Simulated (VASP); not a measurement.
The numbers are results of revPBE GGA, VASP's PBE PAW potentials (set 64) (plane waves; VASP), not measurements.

Input for VASP

INCAR:
```
SYSTEM=CuI
PREC=Accurate; ENCUT=400; LREAL=.False.
LASPH=.True.
EDIFF=1E-6; NELM=100; ALGO=Normal
LMAXMIX=4
ISMEAR=0; SIGMA=0.05
GGA=RE
ISIF=2
LWAVE=.False.; LCHARG=.False.
```

File POSCAR:
```
CuI
1
    0.0000000000     3.0250000000     3.0250000000
    3.0250000000     0.0000000000     3.0250000000
    3.0250000000     3.0250000000     0.0000000000
Cu I
1 1
Direct
  0.0000000000   0.0000000000   0.0000000000
  0.2500000000   0.2500000000   0.2500000000
```

### KPOINTS
```
Automatic mesh
0
Gamma
7 7 7
0 0 0
```

POTCAR, in this order: Cu I (PBE.64 set). Program: vasp_std.

The resulting files:

### OSZICAR
```
       N       E                     dE             d eps       ncg     rms          rms(c)
DAV:   1     0.995537773173E+02    0.99554E+02   -0.69519E+03   520   0.121E+03
DAV:   2     0.173705277074E+01   -0.97817E+02   -0.91126E+02   525   0.248E+02
DAV:   3    -0.488932714685E+01   -0.66264E+01   -0.65373E+01   713   0.762E+01
DAV:   4    -0.510958779816E+01   -0.22026E+00   -0.22015E+00   627   0.127E+01
DAV:   5    -0.511609814806E+01   -0.65103E-02   -0.65102E-02   759   0.222E+00    0.514E+00
DAV:   6    -0.504637576428E+01    0.69722E-01   -0.29881E+00   541   0.494E+01    0.334E+00
DAV:   7    -0.492862353646E+01    0.11775E+00   -0.69161E-01   560   0.291E+01    0.179E+00
DAV:   8    -0.493304770900E+01   -0.44242E-02   -0.40859E-02   799   0.299E+00    0.433E-01
DAV:   9    -0.493088131455E+01    0.21664E-02   -0.13277E-02   664   0.364E+00    0.109E-01
DAV:  10    -0.493129452616E+01   -0.41321E-03   -0.10571E-03   585   0.320E-01    0.417E-02
DAV:  11    -0.493132934179E+01   -0.34816E-04   -0.20559E-04   680   0.390E-01    0.307E-02
DAV:  12    -0.493133074240E+01   -0.14006E-05   -0.14221E-05   755   0.652E-02    0.243E-02
DAV:  13    -0.493133253941E+01   -0.17970E-05   -0.19575E-05   707   0.126E-01    0.585E-03
DAV:  14    -0.493133380124E+01   -0.12618E-05   -0.29903E-06   579   0.170E-02    0.627E-03
DAV:  15    -0.493133346216E+01    0.33908E-06   -0.40839E-07   325   0.206E-02
   1 F= -.49313335E+01 E0= -.49313335E+01  d E =-.182084E-14
```

**OUTCAR**
```
------------------------ aborting loop because EDIFF is reached ----------------------------------------
  FORCE on cell =-STRESS in cart. coord.  units (eV):
  Direction    XX          YY          ZZ          XY          YZ          ZX
  --------------------------------------------------------------------------------------
  Total        0.6547078      0.6547078      0.6547078      0.0000000      0.0000000      0.0000000
  in kB       18.9475021     18.9475021     18.9475021      0.0000000      0.0000000      0.0000000
  external PRESSURE =      18.9475021 kB  Pullay stress =       0.0000000 kB
  volume of cell :       55.36
      direct lattice vectors                 reciprocal lattice vectors
     0.000000000  3.025000000  3.025000000    -0.165289256  0.165289256  0.165289256
     3.025000000  0.000000000  3.025000000     0.165289256 -0.165289256  0.165289256
     3.025000000  3.025000000  0.000000000     0.165289256  0.165289256 -0.165289256
  FREE ENERGIE OF THE ION-ELECTRON SYSTEM (eV)
  ---------------------------------------------------
  free  energy   TOTEN  =        -4.9313334622 eV

  energy  without entropy=       -4.9313334622  energy(sigma->0) =       -4.93133346
```
(Selected blocks of OUTCAR.)

The compound is CuI in the zinc blende structure. The cell was not relaxed at this level. The run is one of a series of settings (GGA = RE against the base run), some of them coarse on purpose.
